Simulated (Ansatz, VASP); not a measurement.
**Pt (Pt(110)) in two plane-wave programs**

One calculation is typed for both programs; each brings its own data sets. How far apart do they land? The cell is taken from a series of runs on this material, whose earlier steps may have relaxed, scaled, displaced or heated it; both programs get it as it stands.

Main program and level: Ansatz 0.2.0; plane waves, with VASP 6.6.1 beside it; PBE, spin-orbit coupling.

## (1) The structure

The cell holds 7 atoms: 7 Pt. Its edges and angles: a = 3.920 Å, b = 2.772 Å, c = 26.316 Å, α = 90.0°, β = 90.0°, γ = 90.0°. Vacuum lies along c.

## (2) Ansatz: single point, PBE, spin-orbit coupling

Ansatz runs on its fully relativistic PAW (standard-fr) files.

With cell and atoms fixed, the geometry can't cause a difference; cores, projectors, grids and the points listed under the comparison can.

The input, input.yaml:

```yaml
crystal:
  lattice:
    - [3.92, 0.0, 0.0]
    - [0.0, 2.7718585823, 0.0]
    - [0.0, 0.0, 26.3155757468]
  atoms:
    - { symbol: Pt, position: [0.0, 0.0, 0.3420027776] }
    - { symbol: Pt, position: [0.5, 0.5, 0.3946685184] }
    - { symbol: Pt, position: [0.0, 0.0, 0.4473342592] }
    - { symbol: Pt, position: [0.5, 0.5, 0.5] }
    - { symbol: Pt, position: [0.0, 0.0, 0.5526657408] }
    - { symbol: Pt, position: [0.5, 0.5, 0.6053314816] }
    - { symbol: Pt, position: [0.0, 0.0, 0.6579972224] }
kpoints:
  mp_grid: { grid: [11, 15, 1] }
hamiltonian:
  xc: pbe
  pseudopotentials: { kind: paw_fr }
scf:
  occupations: { method: fermi_dirac, width: 0.1 }
  convergence: { dr2_threshold: 1.0e-09 }
efield:
  axis: 3
  dipole_correction: true
  ramp_position: 0.97
  ramp_width: 0.06
magnetization:
  noncollinear: true
  spin_orbit: true
output:
  write_potential: true
  write_density: true
  volumetric_format: npy
```

Started as:

```
$ ansatz run input.yaml --threads 4 --pin off --max-ram 6144MiB --backend cpu --events-out ev --progress --plain --runs-dir out
```

Numbers of over 12 decimals in the logs are rounded to 6 here.

Output:

```text
Engine: ansatz 0.2.0, aarch64-unknown-linux-gnu
Pseudopotentials: kind: paw_fr
Pseudopotential: Pt, paw_fr, valence charge 18, recommended cutoff 420 eV (normal), Pt.paw.azcp#standard-fr
Functional definition: PBE
  parameter kappa = 0.804
  parameter beta = 0.066725
  exchange = pbe_x(kappa = kappa, mu = beta*pi^2/3)
  correlation = pbe_c(beta = beta)
non-collinear run that drives no moment, with spin-orbit: no starting moment large enough to seed its density (crystal.atoms[].spin), no starting occupations that ask for one, no magnetisation constraint and no magnetic field, so the semilocal B_xc is pinned to zero
Crystal: 7 atoms, lattice volume = 285.937 Å³
Basis set: ecut = 420 eV, 5587 PW (Γ)
Bands: 152, of which v1, the nominal top of the filled ones, is band 126 counted from 1 (125 counted from 0)
Symmetry: 4 space group operations + 4 with time reversal
k-points: 48 of 165
Projection manifold: j_resolved (fully-relativistic pseudo-atomic orbitals)
Non-local potential: Pt, projectors of the file, l = 0: 3, l = 1: 4, l = 2: 4, l = 3: 2
PAW form: soft (Blöchl's): semilocal exchange-correlation on the pseudo side does not see the compensation charge
PAW one-centre angular grid: Pt, 590 points (default); XC on 64 Gauss nodes
Initial density: superposition of atomic densities (neutral atoms: chi_scale 0, normalization atom)
Initial wavefunctions: pseudopotential atomic-orbital guess
Functional: x = pbe(κ = 0.804, μ = 0.219515), c = pbe(β = 0.066725)
SCF iter   1: F=—  HF=-87903.447743 eV  |F-HF|=—  |Δ(HF+E_count)|=         —  Δρ=5.46e-2  dr2=1.19e1  dr2_m=0.00e0 (ungated)  ethr=3.10e-3  |M|=0.00e0 ∫|m|=0.00e0 μB  |m|>n=0.0e0 m-floor=0.0e0 τ_xc=0.0e0  β_m=1.00  p=0.000 e·Å  D=1.10e-13 V/Å  ΔV_dip=-0.00 eV  dr2_dipole=2.65e-6  V_vac-E_F(+/−)=4.63/4.63 eV  ⟨swp⟩=10.9  Hψ=40009  notcnv=0  defer=358
efield: sawtooth ramp at fractional position 0.9700 (set: `efield.ramp_position`, or a place that a band, a saddle search or an elastic batch's reference lends), width 0.0600; the density the first Hamiltonian is built on has a dipole p = 0.000 e·Å; the dipole correction subtracts the counter field D = 1.10e-13 V/Å, which shifts the + side's vacuum level by -0.00 eV against the − side's; the planar-averaged density in the ramp window peaks in size at 3.9e-7 e/Å³
preconditioner: auto → LDOS  [metal: Δε(μ)=0.004 eV  Ē_g=7.315 eV  σ=0.100 eV  W_gap=0.01  n_scr=62 (ndim 8)  ℏωp=18.4 eV  f_vac=0.572  D(μ)=11.12/eV (n_scr^D=78)  β→1.0]
spin=Noncollinear: LDOS preconditioning applied to the charge; magnetization (m_x, m_y, m_z) channels mix plain (no charge-response kernel on spin).
SCF iter   2: F=—  HF=-87902.732064 eV  |F-HF|=—  |Δ(HF+E_count)|=   7.16e-1  Δρ=4.12e-2  dr2=5.96e0  dr2_m=0.00e0 (ungated)  ethr=3.10e-3  |M|=0.00e0 ∫|m|=0.00e0 μB  |m|>n=0.0e0 m-floor=0.0e0 τ_xc=0.0e0  β_m=0.78  p=-0.000 e·Å  D=-1.09e-5 V/Å  ΔV_dip=0.00 eV  dr2_dipole=1.44e-6  V_vac-E_F(+/−)=4.95/4.95 eV  ⟨swp⟩=3.0  Hψ=18855  notcnv=0  defer=474
SCF iter   3: F=—  HF=-87901.128728 eV  |F-HF|=—  |Δ(HF+E_count)|=    1.60e0  Δρ=8.90e-3  dr2=4.99e-1  dr2_m=0.00e0 (ungated)  ethr=3.10e-3  |M|=0.00e0 ∫|m|=0.00e0 μB  |m|>n=0.0e0 m-floor=0.0e0 τ_xc=0.0e0  β_m=0.69  p=-0.000 e·Å  D=-7.46e-8 V/Å  ΔV_dip=0.00 eV  dr2_dipole=2.34e-7  V_vac-E_F(+/−)=5.18/5.18 eV  ⟨swp⟩=2.0  Hψ=13452  notcnv=0  defer=504
SCF iter   4: F=—  HF=-87901.065474 eV  |F-HF|=—  |Δ(HF+E_count)|=   6.33e-2  Δρ=2.56e-3  dr2=9.45e-2  dr2_m=0.00e0 (ungated)  ethr=3.96e-4  |M|=0.00e0 ∫|m|=0.00e0 μB  |m|>n=0.0e0 m-floor=0.0e0 τ_xc=0.0e0  β_m=0.58  p=-0.000 e·Å  D=-2.96e-6 V/Å  ΔV_dip=0.00 eV  dr2_dipole=2.49e-9  V_vac-E_F(+/−)=5.14/5.14 eV  ⟨swp⟩=2.5  Hψ=12346  notcnv=0  defer=494
SCF iter   5: F=—  HF=-87901.055437 eV  |F-HF|=—  |Δ(HF+E_count)|=   1.00e-2  Δρ=1.14e-3  dr2=6.69e-3  dr2_m=0.00e0 (ungated)  ethr=7.50e-5  |M|=0.00e0 ∫|m|=0.00e0 μB  |m|>n=0.0e0 m-floor=0.0e0 τ_xc=0.0e0  β_m=0.63  p=-0.000 e·Å  D=-4.41e-7 V/Å  ΔV_dip=0.00 eV  dr2_dipole=1.40e-9  V_vac-E_F(+/−)=5.22/5.22 eV  ⟨swp⟩=2.0  Hψ=10266  notcnv=0  defer=494
SCF iter   6: F=—  HF=-87901.054886 eV  |F-HF|=—  |Δ(HF+E_count)|=   5.51e-4  Δρ=3.63e-4  dr2=1.02e-3  dr2_m=0.00e0 (ungated)  ethr=5.31e-6  |M|=0.00e0 ∫|m|=0.00e0 μB  |m|>n=0.0e0 m-floor=0.0e0 τ_xc=0.0e0  β_m=0.57  p=0.000 e·Å  D=1.62e-7 V/Å  ΔV_dip=-0.00 eV  dr2_dipole=3.45e-10  V_vac-E_F(+/−)=5.23/5.23 eV  ⟨swp⟩=2.2  Hψ=10327  notcnv=0  defer=494
SCF iter   7: F=—  HF=-87901.054795 eV  |F-HF|=—  |Δ(HF+E_count)|=   9.11e-5  Δρ=1.91e-4  dr2=2.39e-4  dr2_m=0.00e0 (ungated)  ethr=8.10e-7  |M|=0.00e0 ∫|m|=0.00e0 μB  |m|>n=0.0e0 m-floor=0.0e0 τ_xc=0.0e0  β_m=0.79  p=0.000 e·Å  D=2.56e-7 V/Å  ΔV_dip=-0.00 eV  dr2_dipole=3.07e-10  V_vac-E_F(+/−)=5.23/5.23 eV  ⟨swp⟩=2.1  Hψ=9183  notcnv=0  defer=494
[...]
SCF converged after 13 iterations
Magnetization: |M| = 0.0000 μB,  M = (+0.0000, +0.0000, +0.0000) μB
Absolute magnetization: 0.0000 μB (∫|m|)
  site 0: m = (+0.0000, +0.0000, +0.0000) μB, |m| = 0.0000 μB  (R = 1.14 Å)
  site 1: m = (+0.0000, +0.0000, +0.0000) μB, |m| = 0.0000 μB  (R = 1.14 Å)
  site 2: m = (+0.0000, +0.0000, +0.0000) μB, |m| = 0.0000 μB  (R = 1.14 Å)
  site 3: m = (+0.0000, +0.0000, +0.0000) μB, |m| = 0.0000 μB  (R = 1.14 Å)
  site 4: m = (+0.0000, +0.0000, +0.0000) μB, |m| = 0.0000 μB  (R = 1.14 Å)
  site 5: m = (+0.0000, +0.0000, +0.0000) μB, |m| = 0.0000 μB  (R = 1.14 Å)
  site 6: m = (+0.0000, +0.0000, +0.0000) μB, |m| = 0.0000 μB  (R = 1.14 Å)
Free energy (F): -87901.054836 eV
Harris-Foulkes:  -87901.054836 eV  (|F-HF|=4.51e-10)
Internal energy: -87900.677118 eV  (E = F + TS)
E sigma→0 (E₀):  -87900.865977 eV
Entropy (-TS):   -0.377718 eV (-53.960 meV/atom)
Fermi energy:    5.346146 eV
Dipole field:    D = 0.000000 V/Å  (p = 0.000000 e·Å, saw-weighted, corrected)
Work function:   Φ+ = 5.2275 eV   Φ− = 5.2275 eV
Levels:          The Fermi level and band energies are counted from a zero that moves with the ramp; work functions are not
--- Per-component energies (eV) ---
  E_band       = -3184.789336
  E_kinetic    = 4457.533716
  E_local      = -242361.505854  (includes V_loc(G=0)·N_el)
  E_nonlocal   = 1318.967556
  E_hartree    = 118750.771457
  E_xc         = -1829.333707
  E_vxc        = -2115.731190  (∫ρ·V_xc dr)
  E_paw        = -66363.025159  (= ΣΔE_a)
  E_vpaw       = -1985.594803  (= ΣTr[D̂ρ^β])
  E_aug_tail   = 0.001151  (compensation charges beyond the density's cutoff)
  E_efield     = 0.000000  (sawtooth field / dipole correction)
  E_vefield    = 0.000000  (∫n·V_field dr)
  E_ewald      = 98125.913721
  E_smearing   = -0.377718  (= −TS)
  E_closure    = -0.000000  (closes the sum)
  Σ components = -87901.054836   (vs F -87901.054836, Δ=0.00e0)
--- Band table (eV; the first three rows and the last of 48) ---
  k-point 0: bands = [... 122 lower, 4.9223, 4.9223, 4.9962, 4.9962, 5.1479, 5.1479, 5.5399, 5.5399, ... 22 higher]
  k-point 1: bands = [... 122 lower, 4.8920, 4.8920, 4.9304, 4.9304, 5.1134, 5.1134, 5.6065, 5.6065, ... 22 higher]
  k-point 2: bands = [... 122 lower, 4.7037, 4.7037, 5.0059, 5.0059, 5.1912, 5.1912, 5.5202, 5.5202, ... 22 higher]
  k-point 47: bands = [... 122 lower, 5.5481, 5.5481, 5.5710, 5.5710, 5.9922, 5.9922, 6.6061, 6.6061, ... 22 higher]
```

The column dr2 measures how far the density is from self-consistency, as an energy; F and HF (Harris–Foulkes) agree once it is small.

## (3) VASP: single point, PBE, spin-orbit coupling

The same cell, functional, mesh and smearing now go to VASP, with its own data sets.

Lines of VASP's logs that name or quote its potential files are left out, and so is its time.

The input, INCAR:

```
SYSTEM = Pt
PREC = Accurate
ENCUT = 400
EDIFF = 1E-06
NELM = 200
ISMEAR = -1
SIGMA = 0.1
LREAL = .FALSE.
ALGO = Normal
GGA = PE
LNONCOLLINEAR = .TRUE.
MAGMOM = 0 0 0 0 0 0 0 0 0 0 0 0 0 0 0 0 0 0 0 0 0
NBANDS = 86
GGA_COMPAT = .FALSE.
LASPH = .TRUE.
LSORBIT = .TRUE.
LMAXMIX = 4
LORBIT = 11
LWAVE = .FALSE.
LCHARG = .FALSE.
ISIF = 2
LDIPOL = .TRUE.
IDIPOL = 3
DIPOL = 0.5 0.5 0.5
LVHAR = .TRUE.
NELMDL = -8
KPAR = 2
```

The input, POSCAR:

```
Pt
1.0
    3.9200000000      0.0000000000      0.0000000000
    0.0000000000      2.7718585823      0.0000000000
    0.0000000000      0.0000000000     26.3155757468
Pt
7
Direct
    0.0000000000      0.0000000000      0.3420027776
    0.5000000000      0.5000000000      0.3946685184
    0.0000000000      0.0000000000      0.4473342592
    0.5000000000      0.5000000000      0.5000000000
    0.0000000000      0.0000000000      0.5526657408
    0.5000000000      0.5000000000      0.6053314816
    0.0000000000      0.0000000000      0.6579972224
```

The input, KPOINTS:

```
Automatic mesh
0
Gamma
11 15 1
0 0 0
```

PAW data sets: Pt (PBE family, release 64).

Started as:

```
$ mpirun -np 2 vasp_ncl
```

Output:

```text
[banner, memory and clock lines left out]
running    2 mpi-ranks, on    1 nodes
 distrk:  each k-point on    1 cores,    2 groups
 distr:  one band on    1 cores,    1 groups

 POSCAR found type information on POSCAR Pt
 POSCAR found :  1 types and       7 ions
 LDA part: xc-table for (Slater+PW92), standard interpolation
 POSCAR, INCAR and KPOINTS ok, starting setup
 FFT: planning ... GRIDC
 FFT: planning ... GRID_SOFT
 FFT: planning ... GRID
 WAVECAR not read
 entering main loop
       N       E                     dE             d eps       ncg     rms          rms(c)
DAV:   1     0.426237056228E+03    0.42624E+03   -0.27234E+04  8392   0.113E+03
DAV:   2    -0.150696718940E+02   -0.44131E+03   -0.40933E+03  9970   0.261E+02
DAV:   3    -0.443091310701E+02   -0.29239E+02   -0.26433E+02  9894   0.617E+01
DAV:   4    -0.455761676084E+02   -0.12670E+01   -0.11972E+01 10930   0.118E+01
DAV:   5    -0.456123780063E+02   -0.36210E-01   -0.35482E-01 10168   0.190E+00
DAV:   6    -0.456137684516E+02   -0.13904E-02   -0.13868E-02 11226   0.360E-01
DAV:   7    -0.456138069786E+02   -0.38527E-04   -0.38514E-04 10234   0.573E-02
DAV:   8    -0.456138089025E+02   -0.19239E-05   -0.19236E-05  9860   0.112E-02    0.334E+01
DAV:   9    -0.455178436776E+02    0.95965E-01   -0.98461E+00  9236   0.237E+01    0.276E+01
DAV:  10    -0.554324754561E+02   -0.99146E+01   -0.34767E+01  9786   0.580E+01    0.277E+01
DAV:  11    -0.479494843380E+02    0.74830E+01   -0.16569E+01  9642   0.350E+01    0.172E+01
DAV:  12    -0.437876794048E+02    0.41618E+01   -0.96125E+00  9058   0.257E+01    0.900E+00
DAV:  13    -0.430510862623E+02    0.73659E+00   -0.27248E+00  9294   0.132E+01    0.411E+00
DAV:  14    -0.430268641414E+02    0.24222E-01   -0.66637E-01  8948   0.619E+00    0.309E+00
[...]
DAV:  26    -0.429821170665E+02   -0.27421E-04   -0.18074E-06  6264   0.475E-03    0.329E-03
DAV:  27    -0.429821284914E+02   -0.11425E-04   -0.70736E-07  5818   0.347E-03    0.190E-03
DAV:  28    -0.429821338909E+02   -0.53995E-05   -0.23616E-07  5274   0.181E-03    0.701E-04
DAV:  29    -0.429821370631E+02   -0.31722E-05   -0.16781E-07  5354   0.107E-03    0.489E-04
DAV:  30    -0.429821389847E+02   -0.19216E-05   -0.62031E-08  5196   0.739E-04    0.699E-04
DAV:  31    -0.429821400199E+02   -0.10352E-05   -0.17034E-07  5330   0.740E-04    0.571E-04
DAV:  32    -0.429821412176E+02   -0.11977E-05   -0.31641E-08  5034   0.853E-04    0.259E-04
DAV:  33    -0.429821417744E+02   -0.55685E-06   -0.12004E-08  4884   0.295E-04
   1 F= -.42982142E+02 E0= -.42792159E+02  d E =-.379965E+00  mag=    -0.0000     0.0000    -0.0000
```

(Part 1 of 2 ends here.)

[Lines on the potential files, build, host, timing and source positions are cut from VASP's logs without a mark.]

[Logs are printed without paths, hosts, clocks, repeated set-up lines and the standing remarks that a program may print on its own settings, such as how far it seeks lower states.]

[Hosts, paths, dates, database ids (printed as entryN), source tags and the programs' standing remarks are cut or masked in the printed files.]
